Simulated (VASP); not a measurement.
Calculation: SCAN meta-GGA, VASP's PBE PAW potentials (set 64) (plane waves; VASP).

The input files of a VASP run:

### INCAR
```
# general
SYSTEM  = Te
PREC    = Accurate
ENCUT   = 520
LREAL   = .False.
LASPH   = .True.

# electronic loop
EDIFF   = 1E-7
NELM    = 100
ALGO    = Normal
LMAXMIX = 4
LMIXTAU = .True.

# smearing
ISMEAR  = 0
SIGMA   = 0.05

# functional
METAGGA = SCAN

# ions
IBRION  = 2
NSW     = 30
ISIF    = 4
EDIFFG  = -0.01

# output
LWAVE   = .False.
LCHARG  = .False.
```

**KPOINTS**
```
kpoints
0
Gamma
 6 6 4
```

File POSCAR:
```
Te
1
    2.2297072822    -3.8619659985     0.0000000000
    2.2297072822     3.8619659985     0.0000000000
    0.0000000000     0.0000000000     5.9407948657
Te
3
Direct
  0.0000000000   0.2672507186   0.6666670000
  0.7327492814   0.7327492814   0.0000000000
  0.2672507186   0.0000000000   0.3333330000
```

POTCAR, in this order: Te (PBE.64 set). Program: vasp_std.

Unless said otherwise, spin-orbit coupling is left out, though it shifts the bands of the heavy elements here.

**Question.** What does the run give for the energy per atom (σ→0), band gap (on the k-mesh)?

**Answer.** 
* **energy per atom (σ→0)**: -37.253 eV/atom
* **band gap (on the k-mesh)**: 0.24 eV

OSZICAR:
```
...
DAV:   3    -0.111759462332E+03   -0.50856E-05   -0.47466E-04   624   0.266E-01    0.444E-02
DAV:   4    -0.111759457060E+03    0.52720E-05   -0.62382E-05   669   0.837E-02    0.180E-02
DAV:   5    -0.111759457880E+03   -0.81970E-06   -0.16698E-05   664   0.465E-02    0.776E-03
DAV:   6    -0.111759458064E+03   -0.18344E-06   -0.17000E-05   624   0.544E-02    0.550E-03
DAV:   7    -0.111759456408E+03    0.16553E-05   -0.58374E-06   624   0.330E-02    0.360E-03
DAV:   8    -0.111759456385E+03    0.23241E-07   -0.13044E-06   624   0.159E-02    0.752E-04
DAV:   9    -0.111759456479E+03   -0.93704E-07   -0.21345E-07   458   0.677E-03
   3 F= -.11175946E+03 E0= -.11175945E+03  d E =-.351962E-03
```

The compound is Te in the trig structure. This run relaxes it. Symmetry was kept, so distortions that lower it aren't found.
